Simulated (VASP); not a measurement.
Input:

```xyz
1
Lattice="0.0000 2.6055 2.6055 2.6055 0.0000 2.6055 2.6055 2.6055 0.0000" Properties=species:S:1:pos:R:3 pbc="T T T"
Na     0.0000     0.0000     0.0000
```

The numbers are results of PBEsol GGA, VASP's PBE PAW potentials (set 64) (plane waves; VASP), not measurements. Settings: 400 eV cut-off, Gaussian smearing of 0.050 eV, potentials Na_pv.

Give the energies of bands 4 to 6 at the high-symmetry points, in eV from the Fermi level.

```csv
band,Γ,X,U,L,W
4,-3.41,1.78,2.40,0.52,3.02
5,11.35,2.35,2.43,0.99,3.02
6,11.35,6.37,3.45,10.35,3.11
```

It has no gap at this level: it comes out as a metal or semimetal.

The structure was generated: Na was put into the fcc type (Fm-3m), which need not be its known phase. It was relaxed first, which changed the volume by -7 %.
